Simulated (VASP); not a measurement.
A VASP calculation is set up with these files.

**POSCAR**
```
ScSi
1
    0.0000000000     3.0348000000     3.0348000000
    3.0348000000     0.0000000000     3.0348000000
    3.0348000000     3.0348000000     0.0000000000
Sc Si
1 1
Direct
  0.0000000000   0.0000000000   0.0000000000
  0.5000000000   0.5000000000   0.5000000000
```

**INCAR**
```
LCHARG = .False.
LREAL = .False.
SYSTEM = ScSi
LMIXTAU = .True.
EDIFFG = -0.01   # ionic stop
IBRION = 2
METAGGA = R2SCAN
NSW = 60
ISMEAR = 1   # Methfessel-Paxton
ISIF = 3
LMAXMIX = 4
ENCUT = 400
NELM = 100   # most electronic steps
ALGO = Normal
EDIFF = 1E-6   # SCF stop (eV)
PREC = Accurate
SIGMA = 0.1
LASPH = .True.   # aspherical one-centre terms
LWAVE = .False.
```

**KPOINTS**
```
Regular mesh
0
gamma
  9 9 9
0 0 0
```

POTCAR, in this order: Sc_sv Si (PBE.64 set). Program: vasp_std.

Write an equivalent input for Ansatz.

One equivalent input (not run):
Ansatz 0.2 input:
```yaml
crystal:
  lattice:
    - [0.0000000, 3.0348000, 3.0348000]
    - [3.0348000, 0.0000000, 3.0348000]
    - [3.0348000, 3.0348000, 0.0000000]
  atoms:
    - { symbol: Sc, position: [0.0000000, 0.0000000, 0.0000000] }
    - { symbol: Si, position: [0.5000000, 0.5000000, 0.5000000] }
kpoints:
  mp_grid: { grid: [9, 9, 9] }
hamiltonian:
  xc: r2scan
  pseudopotentials: { kind: paw }
scf:
  occupations: { method: methfessel_paxton, width: 0.1 }
  max_iter: 100
relax:
  max_steps: 60
  f_tol: 0.01
  cell: {}
output: { forces: true, stress: true, eigenvalues: true }
```
Limits of the translation: each code has its own PAW files, so the cut-off isn't converted (ENCUT is set for VASP's; basis.ecutwfc is left out, and Ansatz then takes the one that its files recommend); Ansatz stops its SCF on the density residual and VASP on the energy change (EDIFF).

The structure was generated: ScSi was put into the rock salt type (Fm-3m), which need not be its known phase. This run relaxes it. Symmetry was kept, so distortions that lower it aren't found.
